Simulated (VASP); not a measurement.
SnO:

```
CELL_PARAMETERS angstrom
3.83538 0.00000 0.00000
0.00000 3.83538 0.00000
0.00000 0.00000 4.72805
ATOMIC_POSITIONS crystal
Sn 0.50000 0.00000 0.24596
Sn 0.00000 0.50000 0.75404
O 0.00000 0.00000 0.00000
O 0.50000 0.50000 0.00000
```

Program: VASP 6.6.1. Alike in all runs: task band structure; cell as given; cutoff (eV) 520; smearing gaussian 0.03 eV.

Q: Order these runs on this cell by their pressure, lowest first.
A. level r2SCAN; potentials or basis VASP PAW PBE potentials, release 64 (Sn_d, O); spin off; k mesh 8 × 8 × 6
B. level LDA; potentials or basis VASP PAW LDA potentials, release 64 (Sn_d, O); spin off; k mesh 8 × 8 × 6
C. level PBE+D3(BJ); potentials or basis VASP PAW PBE potentials, release 64 (Sn_d, O); spin SOC, no magnetisation; k mesh 6 × 6 × 4

A: B (-4.8 GPa), A (-1.6 GPa), C (0.0 GPa).

Caveats: the PAW data sets were made with another functional, which shifts forces and pressure a little (some runs).
